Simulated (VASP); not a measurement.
The system is MgC2.

```
Mg C
1.0
     3.68852    0.00000    0.00000
     0.00000    3.68852    0.00000
     0.00000    0.00000    4.24630
Mg C
2 4
Direct
  0.00000 0.50000 0.04929
  0.50000 0.00000 0.95071
  0.00000 0.00000 0.61377
  0.00000 0.00000 0.38623
  0.50000 0.50000 0.38623
  0.50000 0.50000 0.61377
```

The cell was built by a generator and needn't be a form met in nature.

- Program: VASP 6.6.1
- Task: relaxation of the atoms
- Functional: BLYP
- Potentials or basis: VASP PAW PBE potentials, release 64 (Mg, C)
- Cutoff: 520 eV
- k mesh: 7 × 7 × 6
- Occupations: tetrahedron
- Spin: no spin polarisation

At the start: pressure 116.6 GPa; volume 9.63 Å³/atom.

Question: Where does the relaxation end?

Answer: Over 25 steps the energy falls by 1967.1 meV/atom; space group P4/mmm (No. 123, to 0.05 Å).

The path:
```csv
step,energy change (eV),largest force (eV/Å),pressure (GPa)
1,0.0000,53.2348,116.59
2,-2.6623,1.1845,41.25
3,-2.7784,1.2828,38.24
4,-2.9330,1.3340,36.71
5,-3.1327,1.5219,34.61
6,-3.4263,2.1242,30.76
7,-4.1838,3.3683,23.86
8,-6.7515,5.8763,11.00
9,-11.7877,0.1494,21.85
10,-11.7754,0.9022,19.46
11,-11.4670,4.3992,33.08
12,-11.7898,0.1359,21.50
13,-11.7898,0.1354,21.55
14,-11.7925,0.1195,21.26
15,-11.7957,0.1876,20.83
16,-11.7989,0.4690,20.06
17,-11.7981,0.3840,20.28
18,-11.7983,0.3732,20.30
19,-11.7989,0.3404,20.36
20,-11.8000,0.2737,20.48
21,-11.8019,0.1361,20.73
22,-11.8018,0.1511,21.30
23,-11.8023,0.0295,21.05
24,-11.8023,0.0236,21.04
25,-11.8024,0.0062,21.00
```

Final structure:
```xyz
6
Lattice="3.6885 0.0000 0.0000 0.0000 3.6885 0.0000 0.0000 0.0000 4.2463" Properties=species:S:1:pos:R:3 pbc="T T T"
Mg    0.0000    1.8443    4.2451
Mg    1.8443    0.0000    0.0012
C     0.0000    0.0000    1.4778
C     0.0000    0.0000    2.7685
C     1.8443    1.8443    2.7685
C     1.8443    1.8443    1.4778
```

Caveat: the standard files for N, O and F lose accuracy on very short bonds; the PAW data sets were made with another functional, which shifts forces and pressure a little; tetrahedron occupations give inexact forces and stress in metals.
